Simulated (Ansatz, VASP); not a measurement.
# Sn: VASP beside Ansatz

Aim: how closely do two programs agree when they are given the same cell, functional and k mesh? The cell is taken from a series of runs on this material, whose earlier steps may have relaxed, scaled, displaced or heated it; both programs get it as it stands.

Calculated with Ansatz 0.2.0; plane waves, with VASP 6.6.1 beside it; LDA.

## (1) Set-up

It takes space group I4_1/amd (No. 141, tetragonal). Conventional cell: a = 4.623 Å, b = 4.623 Å, c = 6.406 Å, α = 90.00°, β = 90.00°, γ = 90.00°. Sn has 4 Sn at 2.81 Å nearest.

As a file:

```cif
data_structure
_symmetry_space_group_name_H-M 'P 1'
_symmetry_Int_Tables_number 1
_cell_length_a 4.5766
_cell_length_b 4.5766
_cell_length_c 4.6232
_cell_angle_alpha 59.663
_cell_angle_beta 59.663
_cell_angle_gamma 60.674
_cell_volume 68.46
loop_
_atom_site_label
_atom_site_type_symbol
_atom_site_fract_x
_atom_site_fract_y
_atom_site_fract_z
_atom_site_occupancy
Sn1 Sn 0.50000 0.50000 0.50000 1
Sn2 Sn 0.75000 0.75000 0.75000 1
```

## (2) Ansatz: zone-centre phonons, LDA

Ansatz runs on its PAW soft_1 files.

Second derivatives magnify differences that forces hide, and they need a tight electronic threshold.

The input, input.yaml:

```yaml
crystal:
  lattice:
    - [0.0, 3.2690970819, 3.2029168842]
    - [3.2690970819, 0.0, 3.2029168842]
    - [3.2690970819, 3.2690970819, 0.0]
  atoms:
    - { symbol: Sn, position: [0.5, 0.5, 0.5] }
    - { symbol: Sn, position: [0.75, 0.75, 0.75] }
kpoints:
  mp_grid: { grid: [12, 12, 12] }
hamiltonian:
  xc: lda
  pseudopotentials: { kind: paw, azcp: { folder: soft_1 }, xc_functional: pbe }
scf:
  occupations: { method: methfessel_paxton, width: 0.2 }
output:
  eigenvalues: true
phonons:
  method: dfpt
```

Launch:

```
ansatz run input.yaml --threads 4 --pin off --max-ram 10240MiB --backend cpu --events-out ev --progress --plain --runs-dir out
```

Numbers of over 12 decimals in the logs are rounded to 6 here.

Output:

```text
zone centre: on kpoints.mp_grid the ground state, and the responses unless they are solved on pairs of k-points, stand on 280 of the mesh's 1728 k-points, reduced under 4 symmetry operations, with k and −k counted as one. Each operation leaves every solved displacement unchanged or reverses it
Engine: ansatz 0.2.0, x86_64-unknown-linux-gnu
Pseudopotentials: kind: paw
Pseudopotential: Sn, paw, valence charge 14, recommended cutoff 420 eV (normal), soft_1/Sn.paw.azcp
Functional definition: SPW92
  exchange = slater_x
  correlation = pw_c
Crystal: 2 atoms, lattice volume = 68.459 Å³
Basis set: ecut = 420 eV, 1355 PW (Γ), exchange–correlation on 64×64×64 points (8 copies of the dense FFT grid, shifted against one another)
Bands: 18, of which v1, the nominal top of the filled ones, is band 14 counted from 1 (13 counted from 0)
Symmetry: 16 space group operations
k-points: 280 of 1728 (irreducible under 4 space group operations, time reversal used)
Non-local potential: Sn, projectors of the file, l = 0: 2, l = 1: 2, l = 2: 2, l = 3: 1
PAW form: soft (Blöchl's): semilocal exchange-correlation on the pseudo side does not see the compensation charge
PAW frozen core: Sn, regenerated for the run's functional, and the local potential with it (the file was generated under x = pbe(κ = 0.804, μ = 0.219515), c = pbe(β = 0.066725))
PAW one-centre angular grid: Sn, 590 points (default); XC on 64 Gauss nodes
Initial density: superposition of atomic densities (chi_scale 0.1, normalization cell)
Initial wavefunctions: pseudopotential atomic-orbital guess
Functional: x = slater, c = lda
SCF iter   1: F=—  HF=-11759.274741 eV  |F-HF|=—  |Δ(HF+E_count)|=         —  Δρ=2.23e-2  dr2=3.83e-1  ethr=3.10e-3  ⟨swp⟩=5.6  Hψ=26132  notcnv=0
preconditioner: auto → Kerker (q_TF=auto, 2.351 Å⁻¹)  [metal: Δε(μ)=0.039 eV  Ē_g=19.927 eV  σ=0.200 eV  W_gap=0.16  n_scr=14 (ndim 8)  ℏωp=23.7 eV  f_vac=0.005  D(μ)=0.17/eV (n_scr^D=0)]
SCF iter   2: F=—  HF=-11759.198629 eV  |F-HF|=—  |Δ(HF+E_count)|=   7.61e-2  S|Δr|=    0.00e0  Δρ=1.42e-2  dr2=1.80e-1  ethr=1.37e-3  ⟨swp⟩=1.0  Hψ=7283  notcnv=0
SCF iter   3: F=—  HF=-11759.148827 eV  |F-HF|=—  |Δ(HF+E_count)|=   4.98e-2  S|Δr|=    0.00e0  Δρ=3.09e-3  dr2=1.75e-2  ethr=6.44e-4  ⟨swp⟩=1.3  Hψ=5401  notcnv=0
SCF iter   4: F=—  HF=-11759.146342 eV  |F-HF|=—  |Δ(HF+E_count)|=   2.48e-3  S|Δr|=    0.00e0  Δρ=1.55e-3  dr2=3.02e-3  ethr=6.25e-5  ⟨swp⟩=2.0  Hψ=6113  notcnv=0
SCF iter   5: F=—  HF=-11759.146507 eV  |F-HF|=—  |Δ(HF+E_count)|=   1.65e-4  S|Δr|=    0.00e0  Δρ=2.60e-4  dr2=5.35e-5  ethr=1.08e-5  ⟨swp⟩=2.0  Hψ=6171  notcnv=0
SCF iter   6: F=—  HF=-11759.146526 eV  |F-HF|=—  |Δ(HF+E_count)|=   1.95e-5  S|Δr|=    0.00e0  Δρ=5.04e-5  dr2=1.41e-6  ethr=1.91e-7  ⟨swp⟩=2.0  Hψ=6175  notcnv=0
SCF iter   7: F=—  HF=-11759.146528 eV  |F-HF|=—  |Δ(HF+E_count)|=   2.02e-6  S|Δr|=    0.00e0  Δρ=8.16e-6  dr2=3.16e-8  ethr=5.05e-9  ⟨swp⟩=3.0  Hψ=8984  notcnv=0
SCF iter   8: F=—  HF=-11759.146528 eV  |F-HF|=—  |Δ(HF+E_count)|=   6.28e-8  S|Δr|=    0.00e0  Δρ=1.43e-6  dr2=1.79e-9  ethr=1.13e-10  ⟨swp⟩=3.0  Hψ=9055  notcnv=0
SCF iter   9: F=—  HF=-11759.146528 eV  |F-HF|=—  |Δ(HF+E_count)|=   1.13e-9  S|Δr|=    0.00e0  Δρ=2.92e-7  dr2=4.31e-11  ethr=6.40e-12  ⟨swp⟩=2.2  Hψ=8945  notcnv=0
SCF iter  10: F=-11759.146528 eV  HF=-11759.146528 eV  |F-HF|=9.09e-12  |Δ(HF+E_count)|=  4.73e-11  S|Δr|=    0.00e0  Δρ=5.57e-8  dr2=1.50e-12  ethr=1.00e-12  ⟨swp⟩=6.1  Hψ=21111  notcnv=0
SCF 1 converged in 10 iterations: F = -11759.146528 eV  dr2 = 1.50e-12
  greatest PAW one-centre occupation: 0.992 electrons in one spin orbital (limit 2), on the Sn atom at site 1 (counted from 0), in its partial waves of l = 2
DFPT response loops at Γ: preconditioner auto → Kerker (q_TF=auto, 2.351 Å⁻¹) (partly filled bands, converged f_vac=0.085); β = 1.00, the filter's whole step (`scf.mixing.beta` (0.50) is not read by the response loops under this deck's `scf.mixing.preconditioner`; to damp them name `kerker` or `kerker_dos`, under which they read `scf.mixing.beta`, and type it under 1.00, their step now; both keys bind the ground state too); Broyden in place of MSR1
SCF converged after 10 iterations
Stability not checked: this state was not tested for a lower state beside it, because cold or Methfessel-Paxton smearing, or corrected tetrahedra, fill the levels in a way that the test cannot read (fill_not_monotonic; see scf.lower_state_search)
Free energy (F): -11759.146528 eV
Harris-Foulkes:  -11759.146528 eV  (|F-HF|=9.09e-12)
Internal energy: -11759.146096 eV  (E = F + TS)
E sigma→0 (E₀):  -11759.146420 eV
Entropy (-TS):   -0.000433 eV (-0.216 meV/atom)
Fermi energy:    7.496161 eV
--- Per-component energies (eV) ---
  E_band       = -255.232845
  E_kinetic    = 339.022931
  E_local      = -2631.742427  (includes V_loc(G=0)·N_el)
  E_nonlocal   = 298.966397
  E_hartree    = 1276.384400
  E_xc         = -249.955471
  E_vxc        = -162.237180  (∫ρ·V_xc dr)
  E_paw        = -8451.306658  (= ΣΔE_a)
  E_vpaw       = -652.011945  (= ΣTr[D̂ρ^β])
  E_aug_tail   = 0.000546  (compensation charges beyond the density's cutoff)
  E_ewald      = -2341.365596
  E_core_change = 0.849782  (= ΣΔE_core)
  E_smearing   = -0.000433  (= −TS)
  E_closure    = 0.000000  (closes the sum)
  Σ components = -11759.146528   (vs F -11759.146528, Δ=0.00e0)
--- Band table (eV; the first three rows and the last of 280) ---
  k-point 0: bands = [... 10 lower, -3.1285, 6.6525, 7.5676, 7.5676, 7.6998, 9.6209, 9.7049, 9.7049]
  k-point 1: bands = [... 10 lower, -3.0614, 5.8495, 7.4255, 7.5134, 7.9640, 9.8107, 9.8820, 9.9717]
  k-point 2: bands = [... 10 lower, -2.8629, 4.6250, 7.1199, 7.2204, 7.9725, 10.2141, 10.2531, 10.8088]
  k-point 279: bands = [... 10 lower, -0.0033, -0.0033, 4.9995, 4.9995, 8.2043, 8.2043, 15.1722, 15.1722]
--- Phonons (Γ-DFPT): 2 representative perturbations + reference, on 280 of 1728 k-points (Σ response iterations 6) ---
  k mesh reduced under 4 symmetry operations, with k and −k counted as one. Each operation leaves every solved displacement unchanged or reverses it
  ASR residual: 1.421e-5 → 0.000e0 eV/Å²; symmetrization residual: 1.614e-12 eV/Å²
  ASR residual per site (eV/Å²): 1.42e-5 1.42e-5
  Γ frequencies (cm⁻¹): 0.00 0.00 0.00 180.98 182.06 182.06
  non-analytic LO–TO correction: not included (Born effective charges unavailable; polar crystals: no LO–TO splitting at Γ)
```

The column dr2 measures how far the density is from self-consistency, as an energy; F and HF (Harris–Foulkes) agree once it is small.

## (3) VASP: zone-centre phonons, LDA

The same cell, functional (in two slightly different forms), mesh and smearing now go to VASP, with its own data sets.

Lines of VASP's logs that name or quote its potential files are left out, and so is its time.

The input, INCAR:

```
SYSTEM = Sn
PREC = Accurate
ENCUT = 500
EDIFF = 1E-08
NELM = 120
ISMEAR = 1
SIGMA = 0.2
LREAL = .FALSE.
ALGO = Normal
GGA = PW92
NBANDS = 20
LORBIT = 11
LWAVE = .FALSE.
LCHARG = .FALSE.
ISIF = 2
IBRION = 8
LASPH = .TRUE.
GGA_COMPAT = .FALSE.
KPAR = 2
```

The input, POSCAR:

```
Sn
1.0
    0.0000000000      3.2690970819      3.2029168842
    3.2690970819      0.0000000000      3.2029168842
    3.2690970819      3.2690970819      0.0000000000
Sn
2
Direct
    0.5000000000      0.5000000000      0.5000000000
    0.7500000000      0.7500000000      0.7500000000
```

The input, KPOINTS:

```
Automatic mesh
0
Gamma
12 12 12
0 0 0
```

PAW data sets: Sn_d (LDA family, release 64).

Launch:

```
mpirun -np 2 vasp_std
```

Output:

```text
[banner, memory and clock lines left out]
running    2 mpi-ranks, on    1 nodes
 distrk:  each k-point on    1 cores,    2 groups
 distr:  one band on    1 cores,    1 groups

 POSCAR found type information on POSCAR Sn
 POSCAR found :  1 types and       2 ions
|                                                                             |
|               ----> ADVICE to this user running VASP <----                  |
|                                                                             |
|     You enforced a specific xc type in the INCAR file but a different       |
|     [... a line on the potential file left out ...]
|     I HOPE YOU KNOW WHAT YOU ARE DOING!                                     |
|                                                                             |

 LDA part: xc-table for (Slater(with rela. corr.)+PW92), standard interpolation
 POSCAR, INCAR and KPOINTS ok, starting setup
 FFT: planning ... GRIDC
 FFT: planning ... GRID_SOFT
 FFT: planning ... GRID
 WAVECAR not read
 entering main loop
       N       E                     dE             d eps       ncg     rms          rms(c)
DAV:   1     0.220984305893E+03    0.22098E+03   -0.14817E+04  6600   0.200E+03
DAV:   2     0.144841639776E+02   -0.20650E+03   -0.20282E+03  6556   0.438E+02
DAV:   3    -0.828955680799E+01   -0.22774E+02   -0.22642E+02  7488   0.143E+02
DAV:   4    -0.903066946203E+01   -0.74111E+00   -0.74069E+00  7396   0.292E+01
DAV:   5    -0.905644038888E+01   -0.25771E-01   -0.25770E-01  8824   0.533E+00    0.328E+00
DAV:   6    -0.897224743761E+01    0.84193E-01   -0.42082E-02  8196   0.221E+00    0.185E+00
DAV:   7    -0.893056893524E+01    0.41679E-01   -0.61406E-02  6716   0.223E+00    0.145E-01
DAV:   8    -0.893113625101E+01   -0.56732E-03   -0.53169E-03  7556   0.833E-01    0.517E-02
DAV:   9    -0.893121799829E+01   -0.81747E-04   -0.17845E-04  8624   0.101E-01    0.157E-02
DAV:  10    -0.893121881855E+01   -0.82027E-06   -0.14525E-05  8556   0.430E-02    0.372E-03
DAV:  11    -0.893121914175E+01   -0.32320E-06   -0.12149E-06  7072   0.723E-03    0.180E-03
DAV:  12    -0.893121913558E+01    0.61737E-08   -0.60832E-08  7736   0.225E-03
   1 F= -.89312191E+01 E0= -.89310673E+01  d E =-.455569E-03
 Linear response reoptimize wavefunctions to high precision
DAV:   1    -0.893121913811E+01   -0.25343E-08   -0.54261E-09  6356   0.602E-04
DAV:   2    -0.893121913812E+01   -0.18190E-11   -0.39267E-10  4288   0.198E-04
 Linear response DOF=           2
 Linear response progress:
  Degree of freedom:   1/  2
       N       E                     dE             d eps       ncg     rms          rms(c)
RMM:   1    -0.216573131331E+00   -0.21657E+00    0.59002E-01 23903   0.102E+01
RMM:   2    -0.223455947650E+00   -0.68828E-02   -0.20318E-02 33361   0.119E+00    0.701E-02
RMM:   3    -0.223641405414E+00   -0.18546E-03   -0.16677E-03 35036   0.330E-01    0.324E-02
RMM:   4    -0.223561716389E+00    0.79689E-04   -0.11844E-04 35068   0.993E-02    0.110E-02
RMM:   5    -0.223559263039E+00    0.24533E-05   -0.18538E-05 35719   0.328E-02    0.385E-03
RMM:   6    -0.223560940555E+00   -0.16775E-05   -0.14227E-06 35261   0.976E-03    0.177E-03
RMM:   7    -0.223560841670E+00    0.98885E-07   -0.66113E-07 35250   0.354E-03    0.347E-04
RMM:   8    -0.223558657351E+00    0.21843E-05   -0.32602E-07 36076   0.131E-03    0.226E-04
RMM:   9    -0.223557429143E+00    0.12282E-05   -0.11954E-07 36117   0.535E-04    0.393E-05
RMM:  10    -0.223557720032E+00   -0.29089E-06   -0.19832E-07 37567   0.247E-04    0.344E-05
RMM:  11    -0.223557591695E+00    0.12834E-06   -0.87127E-08 36575   0.138E-04    0.877E-06
RMM:  12    -0.223557570356E+00    0.21339E-07    0.10590E-08 38876   0.893E-05    0.605E-06
RMM:  13    -0.223557548674E+00    0.21683E-07    0.41733E-09 37953   0.682E-05    0.164E-06
RMM:  14    -0.223557536898E+00    0.11775E-07   -0.86383E-09 39143   0.580E-05    0.956E-07
RMM:  15    -0.223557520549E+00    0.16349E-07   -0.11738E-08 37901   0.534E-05    0.905E-07
RMM:  16    -0.223557528622E+00   -0.80736E-08   -0.57278E-09 32087   0.506E-05    0.672E-07
 first order change of Fermi-energy   0.12834E-04
 force on displaced ion       1 direction 1 :  -7.284   0.000   0.000
 Linear response progress:
  Degree of freedom:   2/  2
       N       E                     dE             d eps       ncg     rms          rms(c)
RMM:   1    -0.216396704744E+00   -0.21640E+00    0.61216E-01 14045   0.103E+01
RMM:   2    -0.223255223262E+00   -0.68585E-02   -0.20224E-02 19610   0.118E+00    0.691E-02
RMM:   3    -0.223435798504E+00   -0.18058E-03   -0.16697E-03 20606   0.329E-01    0.319E-02
RMM:   4    -0.223351626656E+00    0.84172E-04   -0.11749E-04 20582   0.989E-02    0.110E-02
RMM:   5    -0.223347409739E+00    0.42169E-05   -0.15432E-05 21007   0.327E-02    0.388E-03
RMM:   6    -0.223349704458E+00   -0.22947E-05   -0.12211E-06 20759   0.967E-03    0.179E-03
RMM:   7    -0.223349744599E+00   -0.40142E-07   -0.81158E-08 20651   0.349E-03    0.367E-04
RMM:   8    -0.223347597378E+00    0.21472E-05    0.11542E-07 21135   0.129E-03    0.251E-04
RMM:   9    -0.223346348130E+00    0.12492E-05    0.39325E-08 21163   0.519E-04    0.403E-05
RMM:  10    -0.223346657949E+00   -0.30982E-06    0.82584E-08 21848   0.233E-04    0.341E-05
RMM:  11    -0.223346559203E+00    0.98746E-07    0.46989E-08 21566   0.129E-04    0.738E-06
RMM:  12    -0.223346547777E+00    0.11426E-07    0.57277E-08 22761   0.819E-05    0.574E-06
RMM:  13    -0.223346536448E+00    0.11329E-07    0.36226E-08 22576   0.624E-05    0.213E-06
RMM:  14    -0.223346527091E+00    0.93565E-08    0.21417E-08 23308   0.534E-05    0.887E-07
 first order change of Fermi-energy   0.27699E-03
 force on displaced ion       1 direction 3 :   0.000   0.000  -7.204
 Linear response finished
```

OUTCAR, selected parts (step 3):

```text
ion  position               nearest neighbor table
   1  0.500  0.500  0.500-   2 2.81   2 2.81   2 2.81   2 2.81
   2  0.750  0.750  0.750-   1 2.81   1 2.81   1 2.81   1 2.81

  LATTYP: Found a body centered tetragonal cell.
 ALAT       =     4.6232014299
 C/A-ratio  =     1.3855839650

 Subroutine GETGRP returns: Found 16 space group operations
 (whereof  8 operations were pure point group operations)

The static configuration has the point symmetry D_2d.
 The point group associated with its full space group is D_4h.

 Found    163 irreducible k-points:

   k-points           NKPTS =    163   k-points in BZ     NKDIM =    163   number of bands    NBANDS=     20

   dimension x,y,z NGX =    36 NGY =   36 NGZ =   36
   dimension x,y,z NGXF=    72 NGYF=   72 NGZF=   72

   ENCUT  =  500.0 eV  36.75 Ry    6.06 a.u.   8.34  8.34  8.43*2*pi/ulx,y,z

   NELECT =      28.0000    total number of electrons

 k-points in reciprocal lattice and weights: Automatic mesh
   0.00000000  0.00000000  0.00000000       0.001
   0.08333333 -0.00000000  0.00000000       0.005
   0.16666667 -0.00000000  0.00000000       0.005
   0.25000000 -0.00000000  0.00000000       0.005
   0.33333333  0.00000000  0.00000000       0.005
   0.41666667  0.00000000  0.00000000       0.005
   0.50000000 -0.00000000  0.00000000       0.002
   0.08333333  0.08333333  0.00000000       0.001
   0.16666667  0.08333333  0.00000000       0.005
[...]
-0.33333333  0.16666667  0.50000000       0.002
  -0.25000000  0.25000000  0.50000000       0.001

 average (electrostatic) potential at core
       1-101.4226       2-101.4226

  Total       -0.2699274     -0.2699274      0.0001040      0.0000000      0.0000000      0.0000000
  in kB       -6.3172228     -6.3172228      0.0024343      0.0000000      0.0000000      0.0000000
  external PRESSURE =      -4.2106705 kB  Pullay stress =       0.0000000 kB

  energy-cutoff  :      500.00
  volume of cell :       68.46
      direct lattice vectors                 reciprocal lattice vectors
     0.000000000  3.269097082  3.202916884    -0.152947431  0.152947431  0.156107704
     3.269097082  0.000000000  3.202916884     0.152947431 -0.152947431  0.156107704
     3.269097082  3.269097082  0.000000000     0.152947431  0.152947431 -0.156107704

 POSITION                                       TOTAL-FORCE (eV/Angst)
 -----------------------------------------------------------------------------------
      3.26910      3.26910      3.20292        -0.000000     -0.000000      0.000000
      4.90365      4.90365      4.80438         0.000000      0.000000      0.000000
 -----------------------------------------------------------------------------------
    total drift:                                0.000000      0.000000      0.000000

 Eigenvectors and eigenvalues of the dynamical matrix
 ----------------------------------------------------

   1 f  =    5.476506 THz    34.409905 2PiTHz  182.676593 cm-1    22.649001 meV
             X         Y         Z           dx          dy          dz
      3.269097  3.269097  3.202917     0.707107    0.000000    0.000000
      4.903646  4.903646  4.804375    -0.707107    0.000000    0.000000

   2 f  =    5.476506 THz    34.409905 2PiTHz  182.676593 cm-1    22.649001 meV
             X         Y         Z           dx          dy          dz
      3.269097  3.269097  3.202917     0.000000    0.707107    0.000000
      4.903646  4.903646  4.804375     0.000000   -0.707107   -0.000000

   3 f  =    5.446474 THz    34.221207 2PiTHz  181.674828 cm-1    22.524798 meV
             X         Y         Z           dx          dy          dz
      3.269097  3.269097  3.202917     0.000000    0.000000   -0.707107
      4.903646  4.903646  4.804375     0.000000   -0.000000    0.707107

   4 f  =    0.000000 THz     0.000000 2PiTHz    0.000002 cm-1     0.000000 meV
             X         Y         Z           dx          dy          dz
      3.269097  3.269097  3.202917     0.000000    0.654342   -0.268024
      4.903646  4.903646  4.804375     0.000000    0.654342   -0.268024

   5 f  =    0.000000 THz     0.000000 2PiTHz    0.000000 cm-1     0.000000 meV
             X         Y         Z           dx          dy          dz
      3.269097  3.269097  3.202917     0.707107    0.000000    0.000000
      4.903646  4.903646  4.804375     0.707107    0.000000    0.000000

   6 f/i=    0.000000 THz     0.000000 2PiTHz    0.000001 cm-1     0.000000 meV
             X         Y         Z           dx          dy          dz
      3.269097  3.269097  3.202917     0.000000    0.268024    0.654342
      4.903646  4.903646  4.804375     0.000000    0.268024    0.654342

 ELASTIC MODULI CONTR FROM IONIC RELAXATION (kBar)
 Direction    XX          YY          ZZ          XY          YZ          ZX
 --------------------------------------------------------------------------------
 XX           0.0000      0.0000      0.0000      0.0000      0.0000      0.0000
 YY           0.0000      0.0000      0.0000      0.0000      0.0000      0.0000
 ZZ           0.0000      0.0000      0.0000      0.0000      0.0000      0.0000
 XY           0.0000      0.0000      0.0000   -216.0499      0.0000      0.0000
 YZ           0.0000      0.0000      0.0000      0.0000   -222.7457      0.0000
 ZX           0.0000      0.0000      0.0000      0.0000      0.0000   -191.7260
 --------------------------------------------------------------------------------
```

## (4) Differences

Known differences besides the potentials themselves: the cutoff is 420 eV in Ansatz and 500 eV in VASP; VASP's log shows a relativistic correction to its local exchange, Ansatz's none. Total energies have different zeros and are not compared.

Compared:

```
                  quantity  Ansatz   VASP  difference
     optical mode 1 (cm⁻¹)   181.0  181.7     -0.38 %
optical mode 2 to 3 (cm⁻¹)   182.1  182.7     -0.34 %
```

Modes are paired by rising frequency, not by their patterns, so a pair may set unlike modes beside each other; they are those without the splitting of longitudinal modes.

## (5) Summary of results

- r.m.s. difference of the optical zone-centre modes, each program's sorted by frequency (zone-centre phonons, LDA): 0.64 cm⁻¹

In words: The r.m.s. difference of the optical zone-centre modes, each program's sorted by frequency is 0.64 cm⁻¹ (zone-centre phonons, LDA). Such differences can come from data sets, numerical settings and the points named under the comparisons, not from the functional's error against experiment.

[Lines on the potential files, build, host, timing and source positions are cut from VASP's logs without a mark.]

[Logs are printed without paths, hosts, clocks, repeated set-up lines and the standing remarks that a program may print on its own settings, such as how far it seeks lower states.]

[Hosts, paths, dates, database ids (printed as entryN), source tags and the programs' standing remarks are cut or masked in the printed files.]
